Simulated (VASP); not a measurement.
A run of VASP 6.6.1:

INCAR

```
PREC = Accurate ; ENCUT = 520
EDIFF = 1E-6 ; ISMEAR = 0
SIGMA = 0.03 ; LREAL = False
LASPH = True ; NELM = 80
ALGO = Fast ; ISIF = 2
LWAVE = False ; LCHARG = False
GGA = PS ; IBRION = 2
NSW = 40 ; EDIFFG = -0.01
```

The input KPOINTS:

```
regular mesh
0
Gamma
  2 2 2
```

POSCAR

```
CuSi64
1.0
   10.8620000000      0.0000000000      0.0000000000
    0.0000000000     10.8620000000      0.0000000000
    0.0000000000      0.0000000000     10.8620000000
Cu Si
1 64
Direct
    0.2500000000      0.2500000000      0.2500000000
    0.1250000000      0.1250000000      0.1250000000
    0.1250000000      0.3750000000      0.3750000000
    0.3750000000      0.1250000000      0.3750000000
    0.3750000000      0.3750000000      0.1250000000
    0.0000000000      0.2500000000      0.2500000000
    0.2500000000      0.0000000000      0.2500000000
    0.2500000000      0.2500000000      0.0000000000
    0.5000000000      0.2500000000      0.2500000000
    0.2500000000      0.5000000000      0.2500000000
    0.2500000000      0.2500000000      0.5000000000
    0.1250000000      0.1250000000      0.6250000000
    0.1250000000      0.6250000000      0.1250000000
    0.6250000000      0.1250000000      0.1250000000
    0.1250000000      0.3750000000      0.8750000000
    0.1250000000      0.8750000000      0.3750000000
    0.6250000000      0.3750000000      0.3750000000
    0.3750000000      0.1250000000      0.8750000000
    0.3750000000      0.6250000000      0.3750000000
    0.8750000000      0.1250000000      0.3750000000
    0.3750000000      0.3750000000      0.6250000000
    0.3750000000      0.8750000000      0.1250000000
    0.8750000000      0.3750000000      0.1250000000
    0.0000000000      0.0000000000      0.0000000000
    0.0000000000      0.0000000000      0.5000000000
    0.0000000000      0.5000000000      0.0000000000
    0.0000000000      0.5000000000      0.5000000000
    0.5000000000      0.0000000000      0.0000000000
    0.5000000000      0.0000000000      0.5000000000
    0.5000000000      0.5000000000      0.0000000000
    0.5000000000      0.5000000000      0.5000000000
    0.1250000000      0.6250000000      0.6250000000
    0.6250000000      0.1250000000      0.6250000000
    0.6250000000      0.6250000000      0.1250000000
    0.1250000000      0.8750000000      0.8750000000
    0.6250000000      0.3750000000      0.8750000000
    0.6250000000      0.8750000000      0.3750000000
    0.3750000000      0.6250000000      0.8750000000
    0.8750000000      0.1250000000      0.8750000000
    0.8750000000      0.6250000000      0.3750000000
    0.3750000000      0.8750000000      0.6250000000
    0.8750000000      0.3750000000      0.6250000000
    0.8750000000      0.8750000000      0.1250000000
    0.0000000000      0.2500000000      0.7500000000
    0.0000000000      0.7500000000      0.2500000000
    0.5000000000      0.2500000000      0.7500000000
    0.5000000000      0.7500000000      0.2500000000
    0.2500000000      0.0000000000      0.7500000000
    0.2500000000      0.5000000000      0.7500000000
    0.7500000000      0.0000000000      0.2500000000
    0.7500000000      0.5000000000      0.2500000000
    0.2500000000      0.7500000000      0.0000000000
    0.2500000000      0.7500000000      0.5000000000
    0.7500000000      0.2500000000      0.0000000000
    0.7500000000      0.2500000000      0.5000000000
    0.6250000000      0.6250000000      0.6250000000
    0.6250000000      0.8750000000      0.8750000000
    0.8750000000      0.6250000000      0.8750000000
    0.8750000000      0.8750000000      0.6250000000
    0.0000000000      0.7500000000      0.7500000000
    0.5000000000      0.7500000000      0.7500000000
    0.7500000000      0.0000000000      0.7500000000
    0.7500000000      0.5000000000      0.7500000000
    0.7500000000      0.7500000000      0.0000000000
    0.7500000000      0.7500000000      0.5000000000
```

Potentials or basis: VASP PAW PBE potentials, release 64 (Cu, Si).

Run with:

```console
$ cat potpaw_PBE.64/Cu/POTCAR potpaw_PBE.64/Si/POTCAR > POTCAR
$ mpirun -np 1 vasp_std > vasp.out
```

Hardware: 1 thread of Intel(R) Xeon(R) 6975P-C (Granite Rapids), on a shared host.

**Question.** Estimate the wall time of this run.

**Answer.** Run time: 3.1 h on 1 thread of Intel(R) Xeon(R) 6975P-C (Granite Rapids), with other jobs on the host, peak memory 1.6 GiB. Counts: scf iterations 89, k points 4, ion steps 10.
